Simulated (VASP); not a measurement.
Here is the system:

```xyz
2
Lattice="0.0000 3.1057 3.1057 3.1057 0.0000 3.1057 3.1057 3.1057 0.0000" Properties=species:S:1:pos:R:3 pbc="T T T"
Ga     0.0000     0.0000     0.0000
Sb     1.5528     1.5528     1.5528
```

All values below come from PBE GGA, VASP's PBE PAW potentials (set 64) (plane waves; VASP). Settings: 350 eV cut-off, Gaussian smearing of 0.050 eV, potentials Ga_d Sb.

Unless said otherwise, spin-orbit coupling is left out, though it shifts the bands of the heavy elements here.

Problem. What does the run give for the band gap (along the path) with the smallest direct gap where there is one?

Solution. 
```json
{
 "band gap (along the path)": "none (metal, semimetal or under 0.01 eV)"
}
```

Only differences to runs with the same potentials and settings are physical.

The compound is GaSb in the zinc blende structure. It was relaxed first, which changed the volume by +6 %.
